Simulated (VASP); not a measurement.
# Sn: Sn into a neighbouring Sn vacancy, part 2 of 2

How hard is this move in Sn: Sn into a neighbouring Sn vacancy? Both ends are relaxed first, then a band of images between them. The start is a computed cell from the Materials Project.

VASP 6.6.1; PBEsol; plane waves and PAW (Sn).

So far. Step 3 (Relax the start): The run ended after 19 ionic steps, 0.346 eV below its first step, once the forces on the free atoms met EDIFFG = -0.05. Step 4 (Relax the end): The run ended after 21 ionic steps, 0.307 eV below its first step, once the forces on the free atoms met EDIFFG = -0.05.

### 5. Nudged elastic band

Images on a straight line between the ends relax across the path, while springs keep them spaced along it.

Input file INCAR:

```
SYSTEM = Sn
PREC = Normal
ENCUT = 280
EDIFF = 1E-05
NELM = 120
ISMEAR = 1
SIGMA = 0.15
LREAL = Auto
ALGO = Fast
GGA = PS
NBANDS = 69
LWAVE = .FALSE.
LCHARG = .FALSE.
LASPH = .TRUE.
IMAGES = 5
SPRING = -5
IBRION = 1
POTIM = 0.3
NSW = 60
EDIFFG = -0.05
ISYM = 0
ISIF = 0
```

Input file POSCAR:

```
Sn
1.0
   -5.8266201904      5.8266201904      3.1687159126
    8.7399302856     -8.7399302856      4.7530738689
    5.8266201904      5.8266201904     -3.1687159126
Sn
23
Direct
    0.9872193224      0.0026886644      0.5028829578
    0.0294386719      0.3600036262      0.0043886212
    0.9889198722      0.3098552765      0.4701216430
    0.9653697001      0.6412291342      0.9929135896
    0.9896536639      0.6676656845      0.5129298128
    0.5027345612      0.0063850849      0.0116229916
    0.5117399113      0.0037995612      0.4973823919
    0.4609918210      0.3052868829      0.9998999298
    0.4954233782      0.3306519740      0.5052570893
    0.5525735117      0.6975173135      0.9988563299
    0.4998802533      0.6702501822      0.5097343252
    0.3466966758      0.0771362832      0.2409321618
    0.3696981329      0.0779826762      0.7448652275
    0.3825531449      0.4226390816      0.2541280239
    0.3605612886      0.4118168174      0.7502251636
    0.3792294180      0.7514597973      0.2417047593
    0.3700558877      0.7541442340      0.7555686825
    0.8941710279      0.0650769507      0.1934853170
    0.8813497760      0.0801456190      0.7847378205
    0.8779287281      0.4238706737      0.2565423430
    0.8799679473      0.4118903319      0.7325789480
    0.8859628666      0.7564450783      0.2586099894
    0.8793407840      0.7666038948      0.7736400700
```

Input file KPOINTS:

```
Automatic mesh
0
Gamma
3 2 2
0 0 0
```

Input file 00/POSCAR:

```
Sn
1.0
   -5.8266201904      5.8266201904      3.1687159126
    8.7399302856     -8.7399302856      4.7530738689
    5.8266201904      5.8266201904     -3.1687159126
Sn
23
Direct
    0.9872193224      0.0026886644      0.5028829578
    0.0294386719      0.3600036262      0.0043886212
    0.9889198722      0.3098552765      0.4701216430
    0.9653697001      0.6412291342      0.9929135896
    0.9896536639      0.6676656845      0.5129298128
    0.5027345612      0.0063850849      0.0116229916
    0.5117399113      0.0037995612      0.4973823919
    0.4609918210      0.3052868829      0.9998999298
    0.4954233782      0.3306519740      0.5052570893
    0.5525735117      0.6975173135      0.9988563299
    0.4998802533      0.6702501822      0.5097343252
    0.3466966758      0.0771362832      0.2409321618
    0.3696981329      0.0779826762      0.7448652275
    0.3825531449      0.4226390816      0.2541280239
    0.3605612886      0.4118168174      0.7502251636
    0.3792294180      0.7514597973      0.2417047593
    0.3700558877      0.7541442340      0.7555686825
    0.8941710279      0.0650769507      0.1934853170
    0.8813497760      0.0801456190      0.7847378205
    0.8779287281      0.4238706737      0.2565423430
    0.8799679473      0.4118903319      0.7325789480
    0.8859628666      0.7564450783      0.2586099894
    0.8793407840      0.7666038948      0.7736400700
```

Input file 01/POSCAR:

```
Sn
1.0
   -5.8266201904      5.8266201904      3.1687159126
    8.7399302856     -8.7399302856      4.7530738689
    5.8266201904      5.8266201904     -3.1687159126
Sn
23
Direct
    0.9897966693      0.0028016838      0.5032366032
    0.0236944581      0.3551929745      0.0051538350
    0.9910852531      0.3127079188      0.4738719335
    0.9692622649      0.6439366082      0.9932555126
    0.9936299571      0.6682460425      0.5108565642
    0.4981918530      0.0081078086      0.0191723673
    0.5084475068      0.0035218569      0.4923093625
    0.4653224537      0.3086901421      0.9987095695
    0.4948949948      0.3281785961      0.5005411296
    0.5431713466      0.6909471503      0.9978217915
    0.4989454122      0.6704067919      0.5110307700
    0.2932640438      0.0651176422      0.2024167816
    0.3726495243      0.0784542584      0.7453702761
    0.3870575934      0.4258867368      0.2547600290
    0.3639168552      0.4119574380      0.7480149132
    0.3737403947      0.7468529297      0.2421797190
    0.3726045685      0.7572278644      0.7596696937
    0.8894956734      0.0665684394      0.2008031036
    0.8780288452      0.0799491178      0.7793816631
    0.8691214866      0.4178746839      0.2557064909
    0.8791289446      0.4119489264      0.7337036484
    0.8908077619      0.7601093181      0.2570989924
    0.8791135933      0.7640808956      0.7688657073
```

Input file 02/POSCAR:

```
Sn
1.0
   -5.8266201904      5.8266201904      3.1687159126
    8.7399302856     -8.7399302856      4.7530738689
    5.8266201904      5.8266201904     -3.1687159126
Sn
23
Direct
    0.9923740162      0.0029147032      0.5035902485
    0.0179502442      0.3503823228      0.0059190487
    0.9932506340      0.3155605611      0.4776222240
    0.9731548297      0.6466440823      0.9935974357
    0.9976062502      0.6688264006      0.5087833157
    0.4936491448      0.0098305322      0.0267217430
    0.5051551024      0.0032441526      0.4872363330
    0.4696530864      0.3120934013      0.9975192091
    0.4943666115      0.3257052181      0.4958251700
    0.5337691815      0.6843769870      0.9967872531
    0.4980105710      0.6705634015      0.5123272148
    0.2398314119      0.0530990011      0.1639014014
    0.3756009157      0.0789258407      0.7458753247
    0.3915620420      0.4291343920      0.2553920341
    0.3672724218      0.4120980587      0.7458046627
    0.3682513714      0.7422460621      0.2426546788
    0.3751532493      0.7603114949      0.7637707049
    0.8848203189      0.0680599281      0.2081208902
    0.8747079144      0.0797526165      0.7740255058
    0.8603142451      0.4118786942      0.2548706389
    0.8782899418      0.4120075208      0.7348283488
    0.8956526572      0.7637735579      0.2555879955
    0.8788864026      0.7615578965      0.7640913446
```

Input file 03/POSCAR:

```
Sn
1.0
   -5.8266201904      5.8266201904      3.1687159126
    8.7399302856     -8.7399302856      4.7530738689
    5.8266201904      5.8266201904     -3.1687159126
Sn
23
Direct
    0.9949513631      0.0030277226      0.5039438938
    0.0122060304      0.3455716711      0.0066842625
    0.9954160149      0.3184132034      0.4813725145
    0.9770473944      0.6493515563      0.9939393587
    1.0015825434      0.6694067586      0.5067100672
    0.4891064366      0.0115532558      0.0342711186
    0.5018626979      0.0029664484      0.4821633036
    0.4739837191      0.3154966606      0.9963288488
    0.4938382282      0.3232318402      0.4911092103
    0.5243670164      0.6778068238      0.9957527146
    0.4970757298      0.6707200112      0.5136236596
    0.1863987799      0.0410803601      0.1253860212
    0.3785523072      0.0793974229      0.7463803732
    0.3960664906      0.4323820472      0.2560240392
    0.3706279884      0.4122386794      0.7435944122
    0.3627623480      0.7376391946      0.2431296386
    0.3777019301      0.7633951254      0.7678717161
    0.8801449644      0.0695514168      0.2154386768
    0.8713869836      0.0795561153      0.7686693484
    0.8515070036      0.4058827044      0.2540347869
    0.8774509391      0.4120661153      0.7359530492
    0.9004975526      0.7674377977      0.2540769986
    0.8786592119      0.7590348973      0.7593169820
```

Input file 04/POSCAR:

```
Sn
1.0
   -5.8266201904      5.8266201904      3.1687159126
    8.7399302856     -8.7399302856      4.7530738689
    5.8266201904      5.8266201904     -3.1687159126
Sn
23
Direct
    0.9975287100      0.0031407421      0.5042975392
    0.0064618166      0.3407610194      0.0074494763
    0.9975813958      0.3212658456      0.4851228050
    0.9809399592      0.6520590303      0.9942812817
    1.0055588366      0.6699871166      0.5046368186
    0.4845637285      0.0132759795      0.0418204943
    0.4985702934      0.0026887441      0.4770902742
    0.4783143518      0.3188999198      0.9951384885
    0.4933098448      0.3207584623      0.4863932506
    0.5149648512      0.6712366606      0.9947181762
    0.4961408887      0.6708766209      0.5149201043
    0.1329661479      0.0290617191      0.0868706410
    0.3815036986      0.0798690051      0.7468854218
    0.4005709391      0.4356297023      0.2566560444
    0.3739835549      0.4123793000      0.7413841618
    0.3572733247      0.7330323270      0.2436045983
    0.3802506110      0.7664787558      0.7719727274
    0.8754696098      0.0710429055      0.2227564633
    0.8680660527      0.0793596141      0.7633131911
    0.8426997620      0.3998867146      0.2531989348
    0.8766119364      0.4121247097      0.7370777497
    0.9053424479      0.7711020375      0.2525660016
    0.8784320212      0.7565118981      0.7545426193
```

Input file 05/POSCAR:

```
Sn
1.0
   -5.8266201904      5.8266201904      3.1687159126
    8.7399302856     -8.7399302856      4.7530738689
    5.8266201904      5.8266201904     -3.1687159126
Sn
23
Direct
    1.0001060569      0.0032537615      0.5046511845
    0.0007176027      0.3359503677      0.0082146900
    0.9997467767      0.3241184879      0.4888730955
    0.9848325240      0.6547665044      0.9946232048
    1.0095351297      0.6705674747      0.5025635700
    0.4800210203      0.0149987032      0.0493698700
    0.4952778890      0.0024110398      0.4720172447
    0.4826449845      0.3223031790      0.9939481281
    0.4927814614      0.3182850843      0.4816772910
    0.5055626861      0.6646664973      0.9936836378
    0.4952060476      0.6710332305      0.5162165491
    0.0795335160      0.0170430780      0.0483552608
    0.3844550900      0.0803405874      0.7473904704
    0.4050753876      0.4388773575      0.2572880495
    0.3773391215      0.4125199206      0.7391739114
    0.3517843014      0.7284254594      0.2440795580
    0.3827992918      0.7695623862      0.7760737386
    0.8707942553      0.0725343942      0.2300742499
    0.8647451219      0.0791631128      0.7579570337
    0.8338925205      0.3938907249      0.2523630827
    0.8757729336      0.4121833042      0.7382024501
    0.9101873432      0.7747662773      0.2510550046
    0.8782048305      0.7539888990      0.7497682566
```

Input file 06/POSCAR:

```
Sn
1.0
   -5.8266201904      5.8266201904      3.1687159126
    8.7399302856     -8.7399302856      4.7530738689
    5.8266201904      5.8266201904     -3.1687159126
Sn
23
Direct
    1.0026834038      0.0033667809      0.5050048299
   -0.0050266111      0.3311397160      0.0089799038
    1.0019121576      0.3269711302      0.4926233860
    0.9887250888      0.6574739784      0.9949651278
    1.0135114229      0.6711478327      0.5004903215
    0.4754783121      0.0167214268      0.0569192457
    0.4919854845      0.0021333355      0.4669442153
    0.4869756172      0.3257064382      0.9927577678
    0.4922530781      0.3158117064      0.4769613313
    0.4961605210      0.6580963341      0.9926490994
    0.4942712064      0.6711898402      0.5175129939
    0.0261008840      0.0050244370      0.0098398806
    0.3874064814      0.0808121696      0.7478955190
    0.4095798362      0.4421250127      0.2579200546
    0.3806946881      0.4126605413      0.7369636609
    0.3462952781      0.7238185918      0.2445545178
    0.3853479726      0.7726460167      0.7801747498
    0.8661189008      0.0740258829      0.2373920365
    0.8614241911      0.0789666116      0.7526008764
    0.8250852790      0.3878947351      0.2515272307
    0.8749339309      0.4122418986      0.7393271505
    0.9150322385      0.7784305171      0.2495440077
    0.8779776398      0.7514658998      0.7449938939
```

The projector-augmented-wave data sets are Sn (PBE family, release 64).

The run is started by

```
mpirun -np 5 vasp_std
```

The job ended after 6.4 min (5 MPI ranks of Intel Xeon 6975P-C (Granite Rapids), shared host; peak memory 1.5 GiB).

The path, image by image:

```
image  path (A)  energy (eV)     Sn12: x, y, z (Å)
    0     0.000       0.0000   0.058, 2.750, 0.702
    1     0.527       0.0192   0.071, 2.299, 0.658
    2     1.054       0.0551   0.058, 1.874, 0.558
    3     1.581       0.0677   0.004, 1.459, 0.388
    4     2.108       0.0553  -0.049, 1.043, 0.223
    5     2.634       0.0189  -0.071, 0.622, 0.123
    6     3.159      -0.0029  -0.051, 0.166, 0.075
```

Numbers from this step:

```
electronic cycles                        : 66
path length                              : 3.159 Å
barrier                                  : 0.06771 eV
barrier in the reverse direction         : 0.07056 eV
barrier from a spline through the images : 0.06771 eV
reaction energy                          : -0.002852 eV
```

What the program prints for this run, and its count of cycles, belong to image 1; the force that counts for the threshold is the band's, across the path.

### 6. Outcome

* hop: Sn into a neighbouring Sn vacancy
* barrier: 0.0677 eV
* barrier in the reverse direction: 0.0706 eV
* barrier from a spline through the images: 0.0677 eV
* reaction energy: -0.00285 eV
* path length: 3.16 Å

In words: The barrier is 0.07 eV forwards and 0.07 eV backwards. A barrier this low is not resolved by the force threshold of the band. Both ends are alike and an image sits at the midpoint, which is the saddle if the path is symmetric. The band met its force threshold after 15 steps. Cell and mesh are small and were not tested. The band started on a straight line, so other routes may lie lower.

[Lines on the potential files, build, host, timing and source positions are cut from VASP's logs without a mark.]

[Logs are printed without paths, hosts, clocks, repeated set-up lines and the standing remarks that a program may print on its own settings, such as how far it seeks lower states.]

[Hosts, paths, dates, database ids (printed as entryN), source tags and the programs' standing remarks are cut or masked in the printed files.]

[Runs that stopped without an error message from VASP are left out.]
